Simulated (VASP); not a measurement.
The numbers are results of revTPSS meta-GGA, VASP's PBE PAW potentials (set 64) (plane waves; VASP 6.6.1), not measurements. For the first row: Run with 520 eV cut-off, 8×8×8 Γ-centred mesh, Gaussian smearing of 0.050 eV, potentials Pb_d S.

```json
[
 {"system": "PbS (rock salt)", "energy (eV/atom)": "16.9338"},
 {"system": "Pb atom", "energy (eV/atom)": "43.2718"},
 {"system": "S atom", "energy (eV/atom)": "-2.2663"}
]
```

Atoms are spin-polarised in a large box without symmetry, with the spin fixed by Hund's rule, and may not be in the lowest state of each functional; no zero-point energy is added.  Spin-orbit coupling is left out, which shifts such energies by up to tenths of an eV for the heavy elements here.

What is the cohesive energy per atom of PbS?

The references average (1×(43.2718) + 1×(-2.2663))/2 = 20.5027 eV, so the cohesive energy is 20.5027 − (16.9338) = 3.569 eV/atom. Measured: 2.980 eV/atom at 0 K (as given by CRC Handbook of Chemistry and Physics, Standard Thermodynamic Properties of Chemical Substances; atomisation enthalpy at 298 K (2.968) less the gas atoms' H298-H0 (0.067), plus the solid's thermal (0.061) and zero-point (0.018) energy from a Debye model with theta = 183 K fitted to S(298) = 91.2 J/(mol K); atoms in their measured spin-orbit ground levels; the uncertainty is an estimate of this correction alone).
